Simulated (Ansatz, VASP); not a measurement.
**Cross-check of Ge2As4W between VASP and Ansatz**

Wanted: the spread between two codes on one cell, functional and k mesh. The cell is taken from a series of runs on this material, whose earlier steps may have relaxed, scaled, displaced or heated it; both programs get it as it stands.

Calculated with Ansatz 0.2.0; plane waves, with VASP 6.6.1 beside it; G0W0 gap at LDA.

## 1. The structure

The cell holds 7 atoms: 1 W, 4 As and 2 Ge. Cell: a = 3.610 Å, b = 3.610 Å, c = 43.200 Å, α = 90.0°, β = 90.0°, γ = 120.0°. Vacuum lies along c.

Structure file:

```cif
data_structure
_symmetry_space_group_name_H-M 'P 1'
_symmetry_Int_Tables_number 1
_cell_length_a 3.6099
_cell_length_b 3.6099
_cell_length_c 43.2000
_cell_angle_alpha 90.000
_cell_angle_beta 90.000
_cell_angle_gamma 120.000
_cell_volume 487.53
loop_
_atom_site_label
_atom_site_type_symbol
_atom_site_fract_x
_atom_site_fract_y
_atom_site_fract_z
_atom_site_occupancy
W1 W 0.00000 0.00000 0.50000 1
As2 As 0.33333 0.66667 0.53357 1
As3 As 0.33333 0.66667 0.46643 1
As4 As 0.66667 0.33333 0.61577 1
As5 As 0.66667 0.33333 0.38423 1
Ge6 Ge 0.33333 0.66667 0.58893 1
Ge7 Ge 0.33333 0.66667 0.41107 1
```

## 2. Ansatz: G0W0 gap, LDA

Ansatz runs on its PAW soft_1 files.

Quasiparticle shifts depend on high empty states and on the cores, so they are the hardest test of two PAW sets.

Input file input.yaml:

```yaml
crystal:
  lattice:
    - [3.6098771035, 0.0, 0.0]
    - [-1.8049385518, 3.1262452762, 0.0]
    - [0.0, 0.0, 43.2]
  atoms:
    - { symbol: W, position: [0.0, 0.0, 0.5] }
    - { symbol: As, position: [0.3333333333, 0.6666666667, 0.5335697027] }
    - { symbol: As, position: [0.3333333333, 0.6666666667, 0.4664302973] }
    - { symbol: Ge, position: [0.3333333333, 0.6666666667, 0.5889312921] }
    - { symbol: Ge, position: [0.3333333333, 0.6666666667, 0.4110687079] }
    - { symbol: As, position: [0.6666666667, 0.3333333333, 0.6157689906] }
    - { symbol: As, position: [0.6666666667, 0.3333333333, 0.3842310094] }
  periodic: [true, true, false]
kpoints:
  mp_grid: { grid: [6, 6, 1] }
hamiltonian:
  xc: lda
  pseudopotentials: { kind: paw, azcp: { folder: soft_1 }, xc_functional: pbe }
scf:
  occupations: { method: fixed }
gw:
  n_empty_bands: 269
  ecut_chi: 39.0
  qp_bands: [v2, c2]
  qp_kpoints: band_edges
  screening: { model: contour_deformation }
```

The run is started by

```console
$ ansatz run input.yaml --threads 8 --pin off --max-ram 17510MiB --backend cpu --events-out ev --progress --plain --runs-dir out
```

Numbers of over 12 decimals in the logs are rounded to 6 here.

Log:

```text
Engine: ansatz 0.2.0, aarch64-unknown-linux-gnu
Pseudopotentials: kind: paw
Pseudopotential: W, paw, valence charge 14, recommended cutoff 420 eV (normal), soft_1/W.paw.azcp
Pseudopotential: As, paw, valence charge 15, recommended cutoff 420 eV (normal), soft_1/As.paw.azcp
Pseudopotential: Ge, paw, valence charge 14, recommended cutoff 420 eV (normal), soft_1/Ge.paw.azcp
Functional definition: SPW92
  exchange = slater_x
  correlation = pw_c
Crystal: 7 atoms, lattice volume = 487.528 Å³
Basis set: ecut = 420 eV, 9409 PW (Γ)
Bands: 62, of which v1, the nominal top of the filled ones, is band 51 counted from 1 (50 counted from 0)
Symmetry: 12 space group operations
Space group: P-6m2 (ITA 187), of the structure as read, at distance tolerance 7.9e-5 Å
k-points: 7 of 36 (time reversal used)
Non-local potential: W, projectors of the file, l = 0: 3, l = 1: 2, l = 2: 2, l = 3: 1
Non-local potential: As, projectors of the file, l = 0: 2, l = 1: 2, l = 2: 3, l = 3: 1
Non-local potential: Ge, projectors of the file, l = 0: 2, l = 1: 2, l = 2: 3, l = 3: 1
PAW form: soft (Blöchl's): semilocal exchange-correlation on the pseudo side does not see the compensation charge
PAW frozen core: W, regenerated for the run's functional, and the local potential with it (the file was generated under x = pbe(κ = 0.804, μ = 0.219515), c = pbe(β = 0.066725))
PAW frozen core: As, regenerated for the run's functional, and the local potential with it (the file was generated under x = pbe(κ = 0.804, μ = 0.219515), c = pbe(β = 0.066725))
PAW frozen core: Ge, regenerated for the run's functional, and the local potential with it (the file was generated under x = pbe(κ = 0.804, μ = 0.219515), c = pbe(β = 0.066725))
PAW one-centre angular grid: W, 590 points (default); XC on 64 Gauss nodes
PAW one-centre angular grid: As, 590 points (default); XC on 64 Gauss nodes
PAW one-centre angular grid: Ge, 590 points (default); XC on 64 Gauss nodes
Initial density: superposition of atomic densities (neutral atoms: chi_scale 0, normalization atom)
Initial wavefunctions: pseudopotential atomic-orbital guess
Functional: x = slater, c = lda
SCF iter   1: F=—  HF=-37657.103318 eV  |F-HF|=—  |Δ(HF+E_count)|=         —  Δρ=2.00e-2  dr2=3.24e0  ethr=3.10e-3  ⟨swp⟩=6.9  Hψ=1642  notcnv=0  defer=56
preconditioner: auto → Resta (q_TF=auto, 2.102 Å⁻¹)  ε∞=2.2  [insulator: Δε(μ)=0.186 eV  Ē_g=9.045 eV  n_scr=82 (ndim 8)  ℏωp=9.8 eV  f_vac=0.682  ε∞_Penn≈2.2  vacuum switching on, ρ_ref=5.9e-3 e/Å³]
SCF iter   2: F=—  HF=-37656.673714 eV  |F-HF|=—  |Δ(HF+E_count)|=   4.30e-1  Δρ=1.23e-2  dr2=3.35e0  ethr=3.10e-3  ⟨swp⟩=3.1  Hψ=707  notcnv=0  defer=62
SCF iter   3: F=—  HF=-37656.629938 eV  |F-HF|=—  |Δ(HF+E_count)|=   4.38e-2  Δρ=9.11e-3  dr2=3.15e0  ethr=3.10e-3  ⟨swp⟩=3.6  Hψ=685  notcnv=0  defer=58
SCF iter   4: F=—  HF=-37656.315364 eV  |F-HF|=—  |Δ(HF+E_count)|=   3.15e-1  Δρ=2.31e-3  dr2=2.42e-2  ethr=3.09e-3  ⟨swp⟩=3.0  Hψ=661  notcnv=0  defer=54
SCF iter   5: F=—  HF=-37656.296980 eV  |F-HF|=—  |Δ(HF+E_count)|=   1.84e-2  Δρ=6.76e-4  dr2=1.79e-3  ethr=2.37e-5  ⟨swp⟩=4.0  Hψ=948  notcnv=0  defer=63
SCF iter   6: F=—  HF=-37656.297013 eV  |F-HF|=—  |Δ(HF+E_count)|=   3.32e-5  Δρ=2.33e-4  dr2=3.60e-4  ethr=1.75e-6  ⟨swp⟩=3.0  Hψ=620  notcnv=0  defer=63
SCF iter   7: F=—  HF=-37656.297065 eV  |F-HF|=—  |Δ(HF+E_count)|=   5.17e-5  Δρ=8.43e-5  dr2=6.89e-5  ethr=3.53e-7  ⟨swp⟩=3.0  Hψ=808  notcnv=0  defer=63
SCF iter   8: F=—  HF=-37656.297060 eV  |F-HF|=—  |Δ(HF+E_count)|=   4.36e-6  Δρ=3.73e-5  dr2=1.87e-5  ethr=6.76e-8  ⟨swp⟩=3.0  Hψ=655  notcnv=0  defer=62
SCF iter   9: F=—  HF=-37656.297058 eV  |F-HF|=—  |Δ(HF+E_count)|=   2.21e-6  Δρ=9.05e-6  dr2=5.23e-7  ethr=1.83e-8  ⟨swp⟩=3.0  Hψ=670  notcnv=0  defer=59
iter 10 met the thresholds in force, and the SCF goes on: an eigenvalue changes by 2.23 meV, over its tolerance of 2.00 meV (output.eigenvalues, Limitations)
SCF iter  10: F=-37656.297058 eV  HF=-37656.297058 eV  |F-HF|=3.38e-8  |Δ(HF+E_count)|=   1.70e-7  Δρ=2.81e-6  dr2=7.59e-8  ethr=9.80e-11  ⟨swp⟩=19.4  Hψ=2503  notcnv=0
SCF iter  11: F=-37656.297058 eV  HF=-37656.297058 eV  |F-HF|=1.53e-8  |Δ(HF+E_count)|=   1.24e-8  Δρ=8.68e-7  dr2=8.88e-9  ethr=7.44e-11  ⟨swp⟩=2.0  Hψ=1287  notcnv=0
SCF 1 converged in 11 iterations: F = -37656.297058 eV  dr2 = 8.88e-9
  greatest PAW one-centre occupation: 0.999 electrons in one spin orbital (limit 2), on the As atom at site 2 (counted from 0), in its partial waves of l = 2
NSCF: frozen V_eff on 7 k-points
G₀W₀ screening: q 1/7
[... further progress lines ...]
SCF converged after 11 iterations
an eigenvalue changed by more than its tolerance at an iteration that met the thresholds in force, so the SCF went on 1 time: the last check found none over its tolerance
Free energy (F): -37656.297058 eV
Harris-Foulkes:  -37656.297058 eV  (|F-HF|=1.53e-8)
Internal energy: -37656.297058 eV  (E = F + TS)
E sigma→0 (E₀):  -37656.297058 eV
Fermi energy:    -5.055220 eV
--- Per-component energies (eV) ---
  E_band       = -2990.285378
  E_kinetic    = 1004.395064
  E_local      = -578002.268517  (includes V_loc(G=0)·N_el)
  E_nonlocal   = -1132.451166
  E_hartree    = 288517.317265
  E_xc         = -690.342227
  E_vxc        = -659.795011  (∫ρ·V_xc dr)
  E_paw        = -19925.009011  (= ΣΔE_a)
  E_vpaw       = -1234.813827  (= ΣTr[D̂ρ^β])
  E_aug_tail   = 0.000141  (compensation charges beyond the density's cutoff)
  E_ewald      = 272559.660574
  E_core_change = 12.400819  (= ΣΔE_core)
  E_smearing   = -0.000000  (= −TS)
  E_closure    = 0.000000  (closes the sum)
  Σ components = -37656.297058   (vs F -37656.297058, Δ=0.00e0)
--- Band table (eV; the first three rows and the last of 7) ---
  k-point 0: bands = [... 47 lower, -5.3763, -5.3504, -5.3504, -5.1964, -3.0024, -2.9898, -2.1026, -2.1026, ... 7 higher]
  k-point 1: bands = [... 47 lower, -6.0522, -5.9960, -5.9913, -5.3791, -3.0816, -2.9168, -2.4054, -2.1403, ... 7 higher]
  k-point 2: bands = [... 47 lower, -6.8415, -6.4721, -6.3300, -5.9636, -3.9985, -3.4769, -3.2604, -2.9549, ... 7 higher]
  k-point 6: bands = [... 47 lower, -7.0254, -6.9430, -6.8959, -5.0552, -4.6087, -4.2496, -3.1328, -2.6966, ... 7 higher]
  ° read free of the cell's end (the report's vacuum.weakly_bound_levels)
--- G₀W₀: contour deformation, 8 samples at zero and on the imaginary axis and 1 off it, 36 q-points, 269 empty bands' worth ---
  eigenvalues of the whole cell's RPA ε∞ on this k-mesh (on a slab, of 1 + 4πα/V) = 1.2754, 11.9534, 11.9534; static W/v taken at q = 0 is 0.227816
  gw.qp_kpoints: band_edges: 5 of 7 stored k-points solved, in 1 pass; an edge of the gap read off the rows below is read off those points alone
    valence top: of the k-points left out ik 4 came nearest to being solved in a further pass, in band 51 (counted from 1, as in the quasiparticle table): it holds the edge there only if its correction is more favourable than any solved in that band by at least 0.746 eV; those differ by 0.220 eV
    conduction bottom: of the k-points left out ik 2 came nearest to being solved in a further pass, in band 52 (counted from 1, as in the quasiparticle table): it holds the edge there only if its correction is more favourable than any solved in that band by at least 0.528 eV; those differ by 0.356 eV
  `?` marks the rows in doubt; gw_qp.tsv's column doubts and the gw_qp event give each row's grounds
    ik  band        ε_KS         Σx   Σc(E_QP)       V_xc       Z   E_QP_lin       E_QP  E_QP is
     0    50     -5.3504   -16.8468     1.3917   -15.7891  0.6830    -5.0301    -5.0166  root
     0    51     -5.1964   -16.7568     0.9583   -16.2340  0.6716    -4.7804    -4.7609  root
     0    52     -3.0024   -11.2083    -3.5167   -15.9790  0.6888    -1.9407    -1.7484  root ?
     0    53     -2.9898   -10.7301    -3.5543   -15.5386  0.6918    -1.9312    -1.7357  root ?
     1    50     -5.9913   -16.8345     1.5709   -15.5619  0.6771    -5.7043    -5.6930  root
     1    51     -5.3791   -17.5365     1.0905   -16.9086  0.6657    -4.9385    -4.9165  root
     1    52     -3.0816   -10.2838    -3.3099   -14.4917  0.6785    -2.4217    -2.1836  root ?
     1    53     -2.9168   -10.6013    -3.4835   -15.0284  0.6822    -2.1870    -1.9733  root ?
     3    50     -6.0553   -16.5957     1.1902   -15.7835  0.6543    -5.6949    -5.6773  root
     3    51     -5.9392   -17.7299     1.7258   -16.4171  0.6751    -5.5452    -5.5262  root
     3    52     -4.0829   -10.2925    -2.9686   -14.2015  0.6896    -3.3752    -3.1425  root ?
     3    53     -3.7827   -11.0330    -3.2681   -15.2996  0.6709    -3.0063    -2.7842  root ?
     5    50     -6.4810   -15.9576     1.8295   -14.3465  0.6711    -6.2681    -6.2625  root
     5    51     -5.6582   -18.0082     0.9062   -17.6370  0.6589    -5.1514    -5.1232  root
     5    52     -4.2352   -13.3951    -2.8720   -17.2721  0.6739    -3.4354    -3.2302  root ?
     5    53     -3.6072   -14.1615    -3.7131   -18.9349  0.6253    -2.7936    -2.5469  root ?
     6    50     -6.8959   -15.4535     1.9243   -13.6386  0.6586    -6.7886    -6.7865  root
     6    51     -5.0552   -18.4434     0.3293   -18.7473  0.6669    -4.4545    -4.4219  root
     6    52     -4.6087   -14.9503    -2.7252   -18.6558  0.6622    -3.8276    -3.6284  root ?
     6    53     -4.2496   -12.3610    -3.1171   -16.5187  0.6830    -3.4003    -3.2091  root ?
```

The column dr2 measures how far the density is from self-consistency, as an energy; F and HF (Harris–Foulkes) agree once it is small.

[end of part 1 of 2]

[Lines on the potential files, build, host, timing and source positions are cut from VASP's logs without a mark.]

[Logs are printed without paths, hosts, clocks, repeated set-up lines and the standing remarks that a program may print on its own settings, such as how far it seeks lower states.]

[Hosts, paths, dates, database ids (printed as entryN), source tags and the programs' standing remarks are cut or masked in the printed files.]
